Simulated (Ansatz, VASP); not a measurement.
# SrCl2 in two plane-wave programs, part 2 of 3

Wanted: the spread between two codes on one cell, functional and k mesh. The cell is taken from a series of runs on this material, whose earlier steps may have relaxed, scaled, displaced or heated it; both programs get it as it stands.

VASP 6.6.1 and Ansatz 0.2.0.

So far: The structure; Ansatz: zone-centre phonons, PBE.

## 3. VASP: zone-centre phonons, PBE

Level of this step: PBE; plane waves and PAW (Sr_sv, Cl) (VASP).

The same cell, functional and mesh now go to VASP, with its own data sets.

Lines of VASP's logs that name or quote its potential files are left out, and so is its time.

Contents of INCAR:

```
SYSTEM = SrCl2
PREC = Accurate
ENCUT = 500
EDIFF = 1E-08
NELM = 120
ISMEAR = 0
SIGMA = 0.01
LREAL = .FALSE.
ALGO = Normal
GGA = PE
NBANDS = 18
LORBIT = 11
LWAVE = .FALSE.
LCHARG = .FALSE.
ISIF = 2
IBRION = 8
LEPSILON = .TRUE.
LASPH = .TRUE.
GGA_COMPAT = .FALSE.
EFERMI = MIDGAP
KPAR = 2
```

Contents of POSCAR:

```
SrCl2
1.0
    0.0000000000      3.5379949251      3.5379949251
    3.5379949251      0.0000000000      3.5379949251
    3.5379949251      3.5379949251      0.0000000000
Sr Cl
1 2
Direct
    0.0000000000      0.0000000000      0.0000000000
    0.2500000000      0.2500000000      0.2500000000
    0.7500000000      0.7500000000      0.7500000000
```

Contents of KPOINTS:

```
Automatic mesh
0
Gamma
6 6 6
0 0 0
```

PAW data sets: Sr_sv and Cl (PBE family, release 64).

Run with:

```console
$ mpirun -np 2 vasp_std
```

What it wrote:

```text
[banner, memory and clock lines left out]
running    2 mpi-ranks, on    1 nodes
 distrk:  each k-point on    1 cores,    2 groups
 distr:  one band on    1 cores,    1 groups

 POSCAR found type information on POSCAR SrCl
 POSCAR found :  2 types and       3 ions
 LDA part: xc-table for (Slater+PW92), standard interpolation
 POSCAR, INCAR and KPOINTS ok, starting setup
 FFT: planning ... GRIDC
 FFT: planning ... GRID_SOFT
 FFT: planning ... GRID
 WAVECAR not read
 entering main loop
       N       E                     dE             d eps       ncg     rms          rms(c)
DAV:   1     0.141894817303E+03    0.14189E+03   -0.11235E+04   576   0.116E+03
DAV:   2    -0.365477044236E+01   -0.14555E+03   -0.14281E+03   742   0.228E+02
DAV:   3    -0.127878885992E+02   -0.91331E+01   -0.91123E+01   770   0.577E+01
DAV:   4    -0.130817799657E+02   -0.29389E+00   -0.29368E+00   982   0.852E+00
DAV:   5    -0.130840837756E+02   -0.23038E-02   -0.23036E-02   810   0.724E-01    0.117E+01
DAV:   6    -0.127712694029E+02    0.31281E+00   -0.70554E-01   688   0.463E+00    0.767E+00
DAV:   7    -0.127793771822E+02   -0.81078E-02   -0.38093E-01   822   0.372E+00    0.218E+00
DAV:   8    -0.127873762370E+02   -0.79991E-02   -0.55464E-02   700   0.133E+00    0.355E-01
DAV:   9    -0.127886627497E+02   -0.12865E-02   -0.23897E-03   820   0.281E-01    0.129E-01
DAV:  10    -0.127899966718E+02   -0.13339E-02   -0.10880E-03   648   0.195E-01    0.351E-02
DAV:  11    -0.127900783503E+02   -0.81679E-04   -0.67476E-05   780   0.460E-02    0.408E-02
DAV:  12    -0.127900925806E+02   -0.14230E-04   -0.14592E-05   654   0.200E-02    0.584E-03
DAV:  13    -0.127900954162E+02   -0.28355E-05   -0.41256E-06   750   0.108E-02    0.476E-03
DAV:  14    -0.127900952477E+02    0.16846E-06   -0.62363E-07   652   0.470E-03    0.190E-03
DAV:  15    -0.127900953098E+02   -0.62091E-07   -0.20897E-08   788   0.948E-04    0.899E-04
DAV:  16    -0.127900953362E+02   -0.26358E-07   -0.29314E-09   534   0.419E-04    0.865E-05
DAV:  17    -0.127900953466E+02   -0.10476E-07   -0.48837E-10   398   0.173E-04    0.165E-04
DAV:  18    -0.127900953464E+02    0.23010E-09   -0.15700E-10   368   0.788E-05
   1 F= -.12790095E+02 E0= -.12790095E+02  d E =0.000000E+00
 Linear response reoptimize wavefunctions to high precision
DAV:   1    -0.127900953467E+02   -0.26239E-09   -0.39209E-11   408   0.353E-05
DAV:   2    -0.127900953466E+02    0.24784E-10   -0.17149E-11   368   0.166E-05
 Linear response G [H, r] |phi>, progress :
  Direction:   1
       N       E                     dE             d eps       ncg     rms
RMM:   1    -0.881366985342E+02   -0.88137E+02    0.44222E+02  1191   0.108E+02
RMM:   2    -0.849059497762E+02    0.32307E+01   -0.11769E+01  1113   0.209E+01
RMM:   3    -0.853385128804E+02   -0.43256E+00   -0.24430E+00  1266   0.637E+00
RMM:   4    -0.854234207933E+02   -0.84908E-01   -0.48664E-01  1311   0.256E+00
RMM:   5    -0.854415846979E+02   -0.18164E-01   -0.94881E-02  1332   0.107E+00
RMM:   6    -0.854445882847E+02   -0.30036E-02   -0.20395E-02  1334   0.421E-01
RMM:   7    -0.854451043792E+02   -0.51609E-03   -0.15662E-03  1399   0.196E-01
RMM:   8    -0.854458748216E+02   -0.77044E-03   -0.96100E-03  1400   0.903E-02
RMM:   9    -0.854455942107E+02    0.28061E-03    0.15616E-02  1387   0.417E-02
RMM:  10    -0.854455562842E+02    0.37927E-04    0.80835E-03  1370   0.211E-02
RMM:  11    -0.854456439873E+02   -0.87703E-04    0.32171E-03  1337   0.104E-02
RMM:  12    -0.854456308314E+02    0.13156E-04    0.12643E-03  1331   0.605E-03
RMM:  13    -0.854456511554E+02   -0.20324E-04    0.73620E-04  1316   0.361E-03
RMM:  14    -0.854456478015E+02    0.33539E-05    0.21002E-04  1295   0.246E-03
RMM:  15    -0.854456516016E+02   -0.38001E-05    0.69055E-05  1273   0.189E-03
RMM:  16    -0.854456511874E+02    0.41422E-06   -0.21539E-05  1225   0.162E-03
RMM:  17    -0.854456513460E+02   -0.15861E-06   -0.47273E-05  1154   0.147E-03
RMM:  18    -0.854456513490E+02   -0.30070E-08   -0.30490E-05  1103   0.140E-03
RMM:  19    -0.854456511337E+02    0.21534E-06   -0.59501E-05  1058   0.136E-03
RMM:  20    -0.854456515141E+02   -0.38042E-06   -0.60895E-05  1038   0.134E-03
 Linear response G [H, r] |phi>, progress :
  Direction:   2
       N       E                     dE             d eps       ncg     rms
RMM:   1    -0.864705617244E+02   -0.86471E+02    0.45132E+02  1206   0.107E+02
RMM:   2    -0.826758457185E+02    0.37947E+01   -0.11734E+01  1115   0.201E+01
RMM:   3    -0.830548719068E+02   -0.37903E+00   -0.25901E+00  1266   0.615E+00
RMM:   4    -0.831295206213E+02   -0.74649E-01   -0.55130E-01  1308   0.250E+00
RMM:   5    -0.831451476995E+02   -0.15627E-01   -0.11495E-01  1324   0.107E+00
RMM:   6    -0.831487534132E+02   -0.36057E-02   -0.34463E-02  1329   0.429E-01
RMM:   7    -0.831493998576E+02   -0.64644E-03   -0.35333E-02  1405   0.205E-01
RMM:   8    -0.831484872481E+02    0.91261E-03    0.16264E-02  1402   0.991E-02
[...]
RMM:  13    -0.542792281254E+00    0.11209E-08   -0.28959E-07   936   0.136E-04
RMM:  14    -0.542792281157E+00    0.96481E-10   -0.73439E-08   828   0.112E-04
 change of polarisation eV/A/(eV/A) component  3 :     0.006    -0.006     1.086
 dielectric tensor                  component  3 :     0.012    -0.012     3.218
 Linear response to external field, progress :
  Direction:   1
[...]
RMM:  15    -0.512871760194E+00   -0.22998E-06   -0.38140E-07  2062   0.179E-04    0.313E-05
RMM:  16    -0.512871724358E+00    0.35836E-07   -0.10797E-07  1791   0.126E-04    0.391E-06
 change of polarisation eV/A/(eV/A) component  2 :     0.004     0.912    -0.006
 dielectric tensor                  component  2 :     0.008     2.864    -0.013
 Linear response to external field, progress :
  Direction:   3
       N       E                     dE             d eps       ncg     rms          rms(c)
RMM:   1    -0.502726648072E+00   -0.50273E+00   -0.14047E+00  2276   0.370E+00
RMM:   2    -0.524393000039E+00   -0.21666E-01   -0.49118E-02  2220   0.930E-01    0.174E+00
RMM:   3    -0.470888017330E+00    0.53505E-01   -0.12553E-01  2002   0.154E+00    0.891E-01
RMM:   4    -0.487930232496E+00   -0.17042E-01   -0.64665E-02  2102   0.114E+00    0.352E-01
RMM:   5    -0.511158075353E+00   -0.23228E-01   -0.40602E-03  2146   0.405E-01    0.510E-02
RMM:   6    -0.511261399621E+00   -0.10332E-03   -0.10488E-03  2360   0.131E-01    0.323E-02
RMM:   7    -0.512465803192E+00   -0.12044E-02   -0.18798E-04  2316   0.612E-02    0.139E-02
RMM:   8    -0.512795226161E+00   -0.32942E-03   -0.36984E-05  2424   0.256E-02    0.460E-03
RMM:   9    -0.512895654897E+00   -0.10043E-03   -0.36585E-05  2437   0.106E-02    0.215E-03
RMM:  10    -0.512891256420E+00    0.43985E-05   -0.10017E-06  2442   0.546E-03    0.129E-03
RMM:  11    -0.512872648185E+00    0.18608E-04   -0.44035E-06  2442   0.314E-03    0.261E-04
RMM:  12    -0.512871466921E+00    0.11813E-05   -0.36128E-08  2587   0.134E-03    0.268E-04
RMM:  13    -0.512871233666E+00    0.23326E-06   -0.10025E-06  2505   0.585E-04    0.205E-04
RMM:  14    -0.512871327478E+00   -0.93811E-07    0.30205E-08  2345   0.355E-04    0.918E-05
RMM:  15    -0.512871365489E+00   -0.38012E-07   -0.82324E-08  2072   0.186E-04    0.276E-05
RMM:  16    -0.512871293858E+00    0.71631E-07    0.86478E-08  1782   0.134E-04    0.454E-06
 change of polarisation eV/A/(eV/A) component  3 :     0.001    -0.002     0.912
 dielectric tensor                  component  3 :     0.003    -0.003     2.864
 Linear response DOF=           2
 Linear response progress:
  Degree of freedom:   1/  2
       N       E                     dE             d eps       ncg     rms          rms(c)
RMM:   1    -0.298404642934E+00   -0.29840E+00    0.37196E-01  1755   0.330E+00
RMM:   2    -0.300920045601E+00   -0.25154E-02   -0.29191E-02  1853   0.767E-01    0.222E-01
RMM:   3    -0.301966981387E+00   -0.10469E-02   -0.36728E-03  2220   0.278E-01    0.160E-01
RMM:   4    -0.302255090603E+00   -0.28811E-03   -0.61300E-04  2236   0.132E-01    0.497E-02
RMM:   5    -0.302569493087E+00   -0.31440E-03   -0.87362E-05  2268   0.468E-02    0.177E-02
RMM:   6    -0.302668362957E+00   -0.98870E-04   -0.16138E-05  2374   0.207E-02    0.764E-03
RMM:   7    -0.302655257503E+00    0.13105E-04   -0.32789E-06  2400   0.805E-03    0.275E-03
RMM:   8    -0.302648659276E+00    0.65982E-05   -0.10361E-06  2368   0.397E-03    0.123E-03
RMM:   9    -0.302642925634E+00    0.57336E-05   -0.38779E-07  2441   0.188E-03    0.542E-04
RMM:  10    -0.302642792112E+00    0.13352E-06   -0.58708E-07  2479   0.911E-04    0.192E-04
RMM:  11    -0.302642219901E+00    0.57221E-06    0.28355E-07  2601   0.382E-04    0.141E-04
RMM:  12    -0.302641174843E+00    0.10451E-05   -0.20304E-07  2556   0.222E-04    0.377E-05
RMM:  13    -0.302641665689E+00   -0.49085E-06    0.24552E-07  2575   0.124E-04    0.321E-05
RMM:  14    -0.302641609929E+00    0.55760E-07    0.19046E-08  2726   0.765E-05    0.294E-05
RMM:  15    -0.302641377747E+00    0.23218E-06    0.16697E-08  2590   0.599E-05    0.401E-06
RMM:  16    -0.302641404048E+00   -0.26301E-07    0.38590E-08  2634   0.472E-05    0.334E-06
RMM:  17    -0.302641374546E+00    0.29502E-07    0.29582E-09  2551   0.419E-05    0.588E-07
RMM:  18    -0.302641376406E+00   -0.18602E-08   -0.56362E-09  2467   0.393E-05    0.375E-07
 first order change of Fermi-energy   0.18705E-04
 force on displaced ion       1 direction 1 :  -2.146   0.000   0.000
 Born effective charge ion    1 direction 1 :   2.499   0.000   0.000
 Linear response progress:
  Degree of freedom:   2/  2
       N       E                     dE             d eps       ncg     rms          rms(c)
RMM:   1    -0.203570742377E+00   -0.20357E+00   -0.11178E-02  3672   0.234E+00
RMM:   2    -0.201130053082E+00    0.24407E-02   -0.49912E-03  2823   0.377E-01    0.147E-01
RMM:   3    -0.201727308470E+00   -0.59726E-03   -0.27427E-04  3067   0.857E-02    0.866E-02
RMM:   4    -0.202460527264E+00   -0.73322E-03   -0.18213E-04  3013   0.587E-02    0.164E-02
RMM:   5    -0.202344936076E+00    0.11559E-03   -0.23676E-05  3421   0.200E-02    0.760E-03
RMM:   6    -0.202348807336E+00   -0.38713E-05   -0.42221E-06  3669   0.850E-03    0.260E-03
RMM:   7    -0.202380957893E+00   -0.32151E-04    0.12500E-06  3672   0.417E-03    0.122E-03
RMM:   8    -0.202372350021E+00    0.86079E-05    0.42198E-06  3775   0.186E-03    0.169E-04
RMM:   9    -0.202372801688E+00   -0.45167E-06   -0.93277E-06  4135   0.742E-04    0.158E-04
RMM:  10    -0.202372797774E+00    0.39134E-08    0.32260E-06  4099   0.334E-04    0.308E-05
RMM:  11    -0.202372948237E+00   -0.15046E-06   -0.22614E-06  4139   0.163E-04    0.198E-05
RMM:  12    -0.202372861883E+00    0.86354E-07    0.81979E-07  4239   0.911E-05    0.877E-06
RMM:  13    -0.202372855360E+00    0.65231E-08   -0.77846E-07  4309   0.578E-05    0.642E-06
RMM:  14    -0.202372872076E+00   -0.16717E-07   -0.15973E-07  4179   0.446E-05    0.201E-06
RMM:  15    -0.202372866744E+00    0.53326E-08   -0.28513E-07  4166   0.386E-05    0.126E-06
RMM:  16    -0.202372863562E+00    0.31816E-08   -0.24891E-07  4043   0.360E-05    0.965E-07
RMM:  17    -0.202372862514E+00    0.10486E-08   -0.25190E-07  3580   0.349E-05    0.691E-07
RMM:  18    -0.202372862824E+00   -0.31032E-09   -0.24055E-07  3237   0.346E-05    0.466E-07
RMM:  19    -0.202372862633E+00    0.19086E-09   -0.23978E-07  3116   0.345E-05    0.312E-07
RMM:  20    -0.202372862752E+00   -0.11873E-09   -0.23854E-07  2951   0.345E-05    0.120E-07
RMM:  21    -0.202372862594E+00    0.15732E-09   -0.23742E-07  2931   0.344E-05    0.942E-08
 first order change of Fermi-energy   0.63381E-05
 force on displaced ion       2 direction 1 :  -2.379   0.000   0.000
 Born effective charge ion    2 direction 1 :  -1.249   0.000   0.000
 Born effective charges drift removed
 Linear response finished
```

(Continued in part 3 of 3.)

[Lines on the potential files, build, host, timing and source positions are cut from VASP's logs without a mark.]

[Logs are printed without paths, hosts, clocks, repeated set-up lines and the standing remarks that a program may print on its own settings, such as how far it seeks lower states.]

[Hosts, paths, dates, database ids (printed as entryN), source tags and the programs' standing remarks are cut or masked in the printed files.]
